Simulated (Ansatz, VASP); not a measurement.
# BPd3C: VASP beside Ansatz, part 2 of 2

Aim: how closely do two programs agree when they are given the same cell, functional and k mesh? The cell is generated by rule, not measured, and may not be a known phase. The cell is taken from a series of runs on this material, whose earlier steps may have relaxed, scaled, displaced or heated it; both programs get it as it stands.

VASP 6.6.1 and Ansatz 0.2.0.

So far: The starting structure; VASP: zone-centre phonons, PBEsol.

### Step 2. VASP: zone-centre phonons, PBEsol (continued)

Level of this step: PBEsol; plane waves and PAW (B, Pd, C); invented cell (VASP).

Numbers of over 12 decimals in the logs are rounded to 6 here.

Parts of OUTCAR (step 2):

```text
ion  position               nearest neighbor table
   1  0.000  0.000  0.500-   3 2.11   4 2.11   4 2.11   3 2.11
   2  0.500  0.500  0.000-   5 1.98   5 1.98   3 2.89   3 2.89   4 2.89   4 2.89   3 2.89   3 2.89
                             4 2.89   4 2.89
   3  0.500  0.000  0.500-   1 2.11   5 2.11   5 2.11   1 2.11   2 2.89   2 2.89   2 2.89   2 2.89
                             4 2.99   4 2.99   4 2.99   4 2.99
   4  0.000  0.500  0.500-   1 2.11   5 2.11   1 2.11   5 2.11   2 2.89   2 2.89   2 2.89   2 2.89
                             3 2.99   3 2.99   3 2.99   3 2.99
   5  0.500  0.500  0.500-   2 1.98   2 1.98   4 2.11   3 2.11   3 2.11   4 2.11

  LATTYP: Found a simple tetragonal cell.
 ALAT       =     4.2256494610
 C/A-ratio  =     0.9351082598

 Subroutine GETGRP returns: Found 16 space group operations
 (whereof 16 operations were pure point group operations)

The static configuration has the point symmetry D_4h.

 Found     75 irreducible k-points:

   k-points           NKPTS =     75   k-points in BZ     NKDIM =     75   number of bands    NBANDS=     24

   dimension x,y,z NGX =    36 NGY =   36 NGZ =   32
   dimension x,y,z NGXF=    72 NGYF=   72 NGZF=   64

   ENCUT  =  600.0 eV  44.10 Ry    6.64 a.u.   8.44  8.44  7.89*2*pi/ulx,y,z

   NELECT =      37.0000    total number of electrons

 k-points in reciprocal lattice and weights: Automatic mesh
   0.00000000  0.00000000  0.00000000       0.002
   0.12500000  0.00000000  0.00000000       0.008
   0.25000000  0.00000000  0.00000000       0.008
   0.37500000  0.00000000  0.00000000       0.008
   0.50000000  0.00000000  0.00000000       0.004
   0.12500000  0.12500000  0.00000000       0.008
   0.25000000  0.12500000  0.00000000       0.016
   0.37500000  0.12500000  0.00000000       0.016
   0.50000000  0.12500000  0.00000000       0.008
[...]
0.50000000  0.25000000  0.50000000       0.008
[...]
POSITION                                       TOTAL-FORCE (eV/Angst)
 -----------------------------------------------------------------------------------
      0.00000      0.00000      1.97572         0.000000      0.000000      0.000000
      2.11282      2.11282      0.00000         0.000000      0.000000      0.000000
      2.11282      0.00000      1.97572         0.000000      0.000000      0.000000
      0.00000      2.11282      1.97572         0.000000      0.000000      0.000000
      2.11282      2.11282      1.97572         0.000000      0.000000      0.000000
 -----------------------------------------------------------------------------------
    total drift:                                0.000000      0.000000      0.000000

 Eigenvectors and eigenvalues of the dynamical matrix
 ----------------------------------------------------

   1 f  =   15.706631 THz    98.687674 2PiTHz  523.916823 cm-1    64.957378 meV
             X         Y         Z           dx          dy          dz
      0.000000  0.000000  1.975720     0.000000    0.000000    0.033838
      2.112825  2.112825  0.000000    -0.000000   -0.000000   -0.406576
      2.112825  0.000000  1.975720    -0.000000    0.000000    0.044812
      0.000000  2.112825  1.975720     0.000000   -0.000000    0.044812
      2.112825  2.112825  1.975720    -0.000000   -0.000000    0.910788

   2 f  =   13.727501 THz    86.252434 2PiTHz  457.900154 cm-1    56.772358 meV
             X         Y         Z           dx          dy          dz
      0.000000  0.000000  1.975720    -0.034534   -0.679914    0.000000
      2.112825  2.112825  0.000000     0.001043    0.020527    0.000000
      2.112825  0.000000  1.975720     0.011366   -0.246351    0.000000
      0.000000  2.112825  1.975720    -0.012512    0.223787    0.000000
      2.112825  2.112825  1.975720     0.033071    0.651116    0.000000

   3 f  =   13.727501 THz    86.252434 2PiTHz  457.900154 cm-1    56.772358 meV
             X         Y         Z           dx          dy          dz
      0.000000  0.000000  1.975720     0.679914   -0.034534   -0.000000
      2.112825  2.112825  0.000000    -0.020527    0.001043   -0.000000
      2.112825  0.000000  1.975720    -0.223787   -0.012512    0.000000
      0.000000  2.112825  1.975720     0.246351    0.011366   -0.000000
      2.112825  2.112825  1.975720    -0.651116    0.033071   -0.000000

   4 f  =    8.724785 THz    54.819442 2PiTHz  291.027506 cm-1    36.082796 meV
             X         Y         Z           dx          dy          dz
      0.000000  0.000000  1.975720     0.657922   -0.064646    0.000000
      2.112825  2.112825  0.000000     0.086322   -0.008482   -0.000000
      2.112825  0.000000  1.975720    -0.213028    0.029470   -0.000000
      0.000000  2.112825  1.975720    -0.299928    0.020932    0.000000
      2.112825  2.112825  1.975720     0.644039   -0.063282   -0.000000

   5 f  =    8.724785 THz    54.819442 2PiTHz  291.027506 cm-1    36.082796 meV
             X         Y         Z           dx          dy          dz
      0.000000  0.000000  1.975720     0.064646    0.657922    0.000000
      2.112825  2.112825  0.000000     0.008482    0.086322    0.000000
      2.112825  0.000000  1.975720    -0.020932   -0.299928   -0.000000
      0.000000  2.112825  1.975720    -0.029470   -0.213028    0.000000
      2.112825  2.112825  1.975720     0.063282    0.644039    0.000000

   6 f  =    5.004244 THz    31.442589 2PiTHz  166.923597 cm-1    20.695879 meV
             X         Y         Z           dx          dy          dz
      0.000000  0.000000  1.975720    -0.000000   -0.000000    0.616411
      2.112825  2.112825  0.000000    -0.000000   -0.000000    0.504521
      2.112825  0.000000  1.975720     0.000000    0.000000   -0.392086
      0.000000  2.112825  1.975720     0.000000    0.000000   -0.392086
      2.112825  2.112825  1.975720    -0.000000   -0.000000    0.240900

   7 f  =    3.456610 THz    21.718524 2PiTHz  115.300115 cm-1    14.295386 meV
             X         Y         Z           dx          dy          dz
      0.000000  0.000000  1.975720     0.000000    0.000000    0.000000
      2.112825  2.112825  0.000000    -0.000000   -0.000000    0.000000
      2.112825  0.000000  1.975720     0.000000    0.000000   -0.707107
      0.000000  2.112825  1.975720     0.000000    0.000000    0.707107
      2.112825  2.112825  1.975720     0.000000    0.000000    0.000000

   8 f  =    3.440712 THz    21.618631 2PiTHz  114.769798 cm-1    14.229635 meV
             X         Y         Z           dx          dy          dz
      0.000000  0.000000  1.975720    -0.102996    0.060103   -0.000000
      2.112825  2.112825  0.000000     0.690833   -0.403133    0.000000
      2.112825  0.000000  1.975720    -0.155774    0.246444   -0.000000
      0.000000  2.112825  1.975720    -0.422322    0.090901    0.000000
      2.112825  2.112825  1.975720    -0.235577    0.137470    0.000000

   9 f  =    3.440712 THz    21.618631 2PiTHz  114.769798 cm-1    14.229635 meV
             X         Y         Z           dx          dy          dz
      0.000000  0.000000  1.975720    -0.060103   -0.102996    0.000000
      2.112825  2.112825  0.000000     0.403133    0.690833   -0.000000
      2.112825  0.000000  1.975720    -0.090901   -0.422322   -0.000000
      0.000000  2.112825  1.975720    -0.246444   -0.155774    0.000000
      2.112825  2.112825  1.975720    -0.137470   -0.235577   -0.000000

  10 f  =    0.008407 THz     0.052824 2PiTHz    0.280432 cm-1     0.034769 meV
             X         Y         Z           dx          dy          dz
      0.000000  0.000000  1.975720    -0.000000    0.000000    0.175808
      2.112825  2.112825  0.000000    -0.000000    0.000000    0.560203
      2.112825  0.000000  1.975720    -0.000000    0.000000    0.556610
      0.000000  2.112825  1.975720    -0.000000    0.000000    0.556610
      2.112825  2.112825  1.975720    -0.000000    0.000000    0.188771

  11 f/i=    0.003256 THz     0.020457 2PiTHz    0.108604 cm-1     0.013465 meV
             X         Y         Z           dx          dy          dz
      0.000000  0.000000  1.975720     0.176102    0.026285    0.000000
      2.112825  2.112825  0.000000     0.551276    0.082284    0.000000
      2.112825  0.000000  1.975720     0.551698    0.082358    0.000000
      0.000000  2.112825  1.975720     0.551771    0.082347    0.000000
      2.112825  2.112825  1.975720     0.185657    0.027711    0.000000

  12 f/i=    0.003256 THz     0.020457 2PiTHz    0.108604 cm-1     0.013465 meV
             X         Y         Z           dx          dy          dz
      0.000000  0.000000  1.975720    -0.026285    0.176102   -0.000000
      2.112825  2.112825  0.000000    -0.082284    0.551276   -0.000000
      2.112825  0.000000  1.975720    -0.082347    0.551771   -0.000000
      0.000000  2.112825  1.975720    -0.082358    0.551698   -0.000000
      2.112825  2.112825  1.975720    -0.027711    0.185657   -0.000000

  13 f/i=    2.966951 THz    18.641903 2PiTHz   98.966833 cm-1    12.270318 meV
             X         Y         Z           dx          dy          dz
      0.000000  0.000000  1.975720    -0.000000    0.000000    0.766801
      2.112825  2.112825  0.000000     0.000000   -0.000000   -0.516069
      2.112825  0.000000  1.975720    -0.000000   -0.000000    0.185594
      0.000000  2.112825  1.975720    -0.000000    0.000000    0.185594
      2.112825  2.112825  1.975720    -0.000000   -0.000000   -0.277125

  14 f/i=    3.355155 THz    21.081063 2PiTHz  111.915936 cm-1    13.875801 meV
             X         Y         Z           dx          dy          dz
      0.000000  0.000000  1.975720    -0.025514    0.230019   -0.000000
      2.112825  2.112825  0.000000     0.022489   -0.202749    0.000000
      2.112825  0.000000  1.975720    -0.082521   -0.542571   -0.000000
      0.000000  2.112825  1.975720     0.060182    0.743963   -0.000000
      2.112825  2.112825  1.975720     0.023781   -0.214397    0.000000

  15 f/i=    3.355155 THz    21.081063 2PiTHz  111.915936 cm-1    13.875801 meV
             X         Y         Z           dx          dy          dz
      0.000000  0.000000  1.975720     0.230019    0.025514   -0.000000
      2.112825  2.112825  0.000000    -0.202749   -0.022489   -0.000000
      2.112825  0.000000  1.975720     0.743963   -0.060182   -0.000000
      0.000000  2.112825  1.975720    -0.542571    0.082521   -0.000000
      2.112825  2.112825  1.975720    -0.214397   -0.023781    0.000000

 ELASTIC MODULI CONTR FROM IONIC RELAXATION (kBar)
 Direction    XX          YY          ZZ          XY          YZ          ZX
 --------------------------------------------------------------------------------
 XX           0.0000      0.0000      0.0000      0.0000      0.0000      0.0000
 YY           0.0000      0.0000      0.0000      0.0000      0.0000      0.0000
 ZZ           0.0000      0.0000      0.0000      0.0000      0.0000      0.0000
 XY           0.0000      0.0000      0.0000      0.0000      0.0000      0.0000
 YZ           0.0000      0.0000      0.0000      0.0000      0.0000      0.0000
 ZX           0.0000      0.0000      0.0000      0.0000      0.0000      0.0000
 --------------------------------------------------------------------------------
```

### Step 3. Ansatz: zone-centre phonons, PBEsol

Ansatz runs on its default PAW (the set named soft_2) files.

The same cell, functional, mesh and smearing now go to Ansatz, which takes its cutoff from its data sets.

input.yaml reads:

```yaml
crystal:
  lattice:
    - [4.225649461, 0.0, 0.0]
    - [0.0, 4.225649461, 0.0]
    - [0.0, 0.0, 3.9514397142]
  atoms:
    - { symbol: B, position: [0.0, 0.0, 0.5] }
    - { symbol: Pd, position: [0.5, 0.5, 0.0] }
    - { symbol: Pd, position: [0.5, 0.0, 0.5] }
    - { symbol: Pd, position: [0.0, 0.5, 0.5] }
    - { symbol: C, position: [0.5, 0.5, 0.5] }
kpoints:
  mp_grid: { grid: [8, 8, 8] }
hamiltonian:
  xc: pbesol
scf:
  occupations: { method: methfessel_paxton, width: 0.15 }
output:
  eigenvalues: true
phonons:
  method: dfpt
```

Run with:

```sh
ansatz run input.yaml --threads 8 --pin off --max-ram 14336MiB --backend cpu --events-out ev --progress --plain --runs-dir out
```

Log:

```text
zone centre: on kpoints.mp_grid the ground state, and the responses unless they are solved on pairs of k-points, stand on 125 of the mesh's 512 k-points, reduced under 8 symmetry operations, with k and −k counted as one. Each operation leaves every solved displacement unchanged or reverses it
Engine: ansatz 0.2.0, aarch64-unknown-linux-gnu
Pseudopotentials: kind: paw
Pseudopotential: B, paw, valence charge 3, recommended cutoff 420 eV (normal), B.paw.azcp
Pseudopotential: Pd, paw, valence charge 18, recommended cutoff 420 eV (normal), Pd.paw.azcp
Pseudopotential: C, paw, valence charge 4, recommended cutoff 420 eV (normal), C.paw.azcp
Functional definition: PBEsol
  exchange = pbesol_x
  correlation = pbesol_c
Crystal: 5 atoms, lattice volume = 70.557 Å³
Basis set: ecut = 420 eV, 1353 PW (Γ), exchange–correlation on 60×60×54 points (8 copies of the dense FFT grid, shifted against one another)
Bands: 37, of which v1, the nominal top of the filled ones, is band 31 counted from 1 (30 counted from 0)
Symmetry: 16 space group operations
k-points: 125 of 512 (irreducible under 8 space group operations)
Non-local potential: B, projectors of the file, l = 0: 2, l = 1: 2, l = 2: 1
Non-local potential: Pd, projectors of the file, l = 0: 2, l = 1: 2, l = 2: 2, l = 3: 1
Non-local potential: C, projectors of the file, l = 0: 2, l = 1: 2, l = 2: 1
PAW form: soft (Blöchl's): semilocal exchange-correlation on the pseudo side does not see the compensation charge
PAW frozen core: B, regenerated for the run's functional, and the local potential with it (the file was generated under x = pbe(κ = 0.804, μ = 0.219515), c = pbe(β = 0.066725))
PAW frozen core: Pd, regenerated for the run's functional, and the local potential with it (the file was generated under x = pbe(κ = 0.804, μ = 0.219515), c = pbe(β = 0.066725))
PAW frozen core: C, regenerated for the run's functional, and the local potential with it (the file was generated under x = pbe(κ = 0.804, μ = 0.219515), c = pbe(β = 0.066725))
PAW one-centre angular grid: B, 110 points (default); XC on 64 Gauss nodes
PAW one-centre angular grid: Pd, 590 points (default); XC on 64 Gauss nodes
PAW one-centre angular grid: C, 110 points (default); XC on 64 Gauss nodes
Initial density: superposition of atomic densities (neutral atoms: chi_scale 0, normalization atom), corrected by the library's trained network
Initial wavefunctions: pseudopotential atomic-orbital guess
Functional: x = pbesol(κ = 0.804, μ = 0.123457), c = pbesol(β = 0.046)
SCF iter   1: F=—  HF=-21116.177729 eV  |F-HF|=—  |Δ(HF+E_count)|=         —  Δρ=8.88e-3  dr2=5.45e-2  ethr=1.77e-3  ⟨swp⟩=5.5  Hψ=17613  notcnv=0
preconditioner: auto → LDOS  [metal: Δε(μ)=0.014 eV  Ē_g=7.814 eV  σ=0.150 eV  W_gap=0.08  n_scr=26 (ndim 8)  ℏωp=26.9 eV  f_vac=0.051  D(μ)=1.83/eV (n_scr^D=10)  β→1.0]
SCF iter   2: F=—  HF=-21116.169514 eV  |F-HF|=—  |Δ(HF+E_count)|=   8.21e-3  S|Δr|=    0.00e0  Δρ=6.02e-3  dr2=2.34e-2  ethr=8.94e-5  ⟨swp⟩=2.0  Hψ=8919  notcnv=0  defer=50
SCF iter   3: F=—  HF=-21116.162904 eV  |F-HF|=—  |Δ(HF+E_count)|=   6.61e-3  S|Δr|=    0.00e0  Δρ=1.56e-3  dr2=1.76e-3  ethr=3.84e-5  ⟨swp⟩=2.0  Hψ=7907  notcnv=0  defer=50
SCF iter   4: F=—  HF=-21116.162538 eV  |F-HF|=—  |Δ(HF+E_count)|=   3.67e-4  S|Δr|=    0.00e0  Δρ=2.18e-4  dr2=2.44e-5  ethr=2.88e-6  ⟨swp⟩=2.0  Hψ=6262  notcnv=0  defer=50
SCF iter   5: F=—  HF=-21116.162540 eV  |F-HF|=—  |Δ(HF+E_count)|=   2.32e-6  S|Δr|=    0.00e0  Δρ=6.69e-5  dr2=2.50e-6  ethr=4.01e-8  ⟨swp⟩=2.0  Hψ=6804  notcnv=0  defer=50
SCF iter   6: F=—  HF=-21116.162541 eV  |F-HF|=—  |Δ(HF+E_count)|=   1.01e-6  S|Δr|=    0.00e0  Δρ=1.31e-5  dr2=1.03e-7  ethr=4.11e-9  ⟨swp⟩=2.1  Hψ=6630  notcnv=0  defer=49
SCF iter   7: F=—  HF=-21116.162541 eV  |F-HF|=—  |Δ(HF+E_count)|=   3.07e-8  S|Δr|=    0.00e0  Δρ=2.20e-6  dr2=2.47e-9  ethr=1.69e-10  ⟨swp⟩=2.0  Hψ=6430  notcnv=0  defer=49
SCF iter   8: F=—  HF=-21116.162541 eV  |F-HF|=—  |Δ(HF+E_count)|=   1.14e-9  S|Δr|=    0.00e0  Δρ=2.28e-7  dr2=2.40e-11  ethr=4.06e-12  ⟨swp⟩=2.0  Hψ=6648  notcnv=0  defer=49
SCF iter   9: F=-21116.162541 eV  HF=-21116.162541 eV  |F-HF|=0.00e0  |Δ(HF+E_count)|=  2.55e-11  S|Δr|=    0.00e0  Δρ=5.25e-8  dr2=1.56e-12  ethr=1.00e-12  ⟨swp⟩=9.9  Hψ=21110  notcnv=0
SCF 1 converged in 9 iterations: F = -21116.162541 eV  dr2 = 1.56e-12
  greatest PAW one-centre occupation: 0.999 electrons in one spin orbital (limit 2), on the Pd atom at site 1 (counted from 0), in its partial waves of l = 0
DFPT response loops at Γ: preconditioner auto → Kerker (q_TF=auto, 2.663 Å⁻¹) (partly filled bands, converged f_vac=0.047); β = 1.00, the filter's whole step (`scf.mixing.beta` (0.50) is not read by the response loops under this deck's `scf.mixing.preconditioner`; to damp them name `kerker` or `kerker_dos`, under which they read `scf.mixing.beta`, and type it under 1.00, their step now; both keys bind the ground state too); Broyden in place of MSR1
SCF converged after 9 iterations
Stability not checked: this state was not tested for a lower state beside it, because cold or Methfessel-Paxton smearing, or corrected tetrahedra, fill the levels in a way that the test cannot read (fill_not_monotonic; see scf.lower_state_search)
Free energy (F): -21116.162541 eV
Harris-Foulkes:  -21116.162541 eV  (|F-HF|=0.00e0)
Internal energy: -21116.161265 eV  (E = F + TS)
E sigma→0 (E₀):  -21116.162222 eV
Entropy (-TS):   -0.001276 eV (-0.255 meV/atom)
Fermi energy:    14.095298 eV
--- Per-component energies (eV) ---
  E_band       = -726.873924
  E_kinetic    = 1667.015408
  E_local      = -7572.603036  (includes V_loc(G=0)·N_el)
  E_nonlocal   = 696.764652
  E_hartree    = 3102.582016
  E_xc         = -579.821187
  E_vxc        = -727.182725  (∫ρ·V_xc dr)
  E_paw        = -11223.817176  (= ΣΔE_a)
  E_vpaw       = -996.032882  (= ΣTr[D̂ρ^β])
  E_aug_tail   = 0.000607  (compensation charges beyond the density's cutoff)
  E_ewald      = -7207.225933
  E_core_change = 0.943384  (= ΣΔE_core)
  E_smearing   = -0.001276  (= −TS)
  E_closure    = -0.000000  (closes the sum)
  Σ components = -21116.162541   (vs F -21116.162541, Δ=0.00e0)
--- Band table (eV; the first three rows and the last of 125) ---
  k-point 0: bands = [... 27 lower, 12.1353, 12.5493, 12.9214, 12.9214, 14.7861, 14.7861, 15.1461, 16.6932, ... 2 higher]
  k-point 1: bands = [... 27 lower, 12.2661, 12.4810, 13.0353, 13.0353, 14.8890, 14.8890, 15.1437, 16.6232, ... 2 higher]
  k-point 2: bands = [... 27 lower, 12.2758, 12.2822, 13.2865, 13.2865, 15.1584, 15.1584, 15.2579, 16.4030, ... 2 higher]
  k-point 124: bands = [... 27 lower, 12.2593, 13.0089, 15.0765, 15.0765, 15.3986, 15.3986, 16.2368, 16.7485, ... 2 higher]
--- Phonons (Γ-DFPT): 9 representative perturbations + reference, on 125 of 512 k-points (Σ response iterations 30) ---
  k mesh reduced under 8 symmetry operations, with k and −k counted as one. Each operation leaves every solved displacement unchanged or reverses it
  ASR residual: 4.822e-5 → 0.000e0 eV/Å²; symmetrization residual: 5.388e-6 eV/Å²
  ASR residual per site (eV/Å²): 2.80e-6 2.93e-5 4.82e-5 4.82e-5 9.20e-6
  Γ frequencies (cm⁻¹): -111.10 -111.10 -96.14 0.00 0.00 0.00 112.81 112.81 115.94 168.77 281.85 281.85 450.43 450.43 510.22
  non-analytic LO–TO correction: not included (Born effective charges unavailable; polar crystals: no LO–TO splitting at Γ)
```

In the SCF lines HF is the Harris–Foulkes energy and dr2 the Hartree energy of the density residual, in eV; the loop may stop once dr2 is under the threshold and the program's other checks hold. Hψ counts applications of the Hamiltonian.

### Step 4. Side by side

Known differences besides the potentials themselves: the data sets hold 61 valence electrons in Ansatz (on its default PAW (the set named soft_2) files) and 37 in VASP; the cutoff is 420 eV in Ansatz and 600 eV in VASP; Ansatz makes its cores anew for this functional, VASP keeps those of its PBE data sets. Total energies have different zeros and are not compared.

Compared:

| quantity | Ansatz | VASP | difference |
| --- | --- | --- | --- |
| optical mode 1 to 2 (imaginary, printed as negative) (cm⁻¹) | -111.1 | -111.9 | +0.8 |
| optical mode 3 (imaginary, printed as negative) (cm⁻¹) | -96.1 | -99.0 | +2.8 |
| optical mode 4 to 5 (cm⁻¹) | 112.8 | 114.8 | -1.71 % |
| optical mode 6 (cm⁻¹) | 115.9 | 115.3 | +0.55 % |
| optical mode 7 (cm⁻¹) | 168.8 | 166.9 | +1.11 % |
| optical mode 8 to 9 (cm⁻¹) | 281.9 | 291.0 | -3.15 % |
| optical mode 10 to 11 (cm⁻¹) | 450.4 | 457.9 | -1.63 % |
| optical mode 12 (cm⁻¹) | 510.2 | 523.9 | -2.61 % |

Modes are paired by rising frequency, not by their patterns, so a pair may set unlike modes beside each other; they are those without the splitting of longitudinal modes.

### Step 5. Outcome

```
r.m.s. difference of the optical zone-centre modes, each program's sorted by frequency (zone-centre phonons, PBEsol) : 6.4 cm⁻¹
difference in optical mode 8 to 9 (zone-centre phonons, PBEsol)                                                      : -3.2 %
```

**Reading.** The r.m.s. difference of the optical zone-centre modes, each program's sorted by frequency is 6.4 cm⁻¹ (zone-centre phonons, PBEsol). The data sets hold unlike numbers of valence electrons (61 in Ansatz and 37 in VASP), so part of the differences comes from the potentials. Among the rows given in per cent, the largest difference of the zone-centre phonons, PBEsol pair is in optical mode 8 to 9, -3.2 %. Such differences can come from data sets, numerical settings and the points named under the comparisons, not from the functional's error against experiment.

[Lines on the potential files, build, host, timing and source positions are cut from VASP's logs without a mark.]

[Logs are printed without paths, hosts, clocks, repeated set-up lines and the standing remarks that a program may print on its own settings, such as how far it seeks lower states.]

[Hosts, paths, dates, database ids (printed as entryN), source tags and the programs' standing remarks are cut or masked in the printed files.]
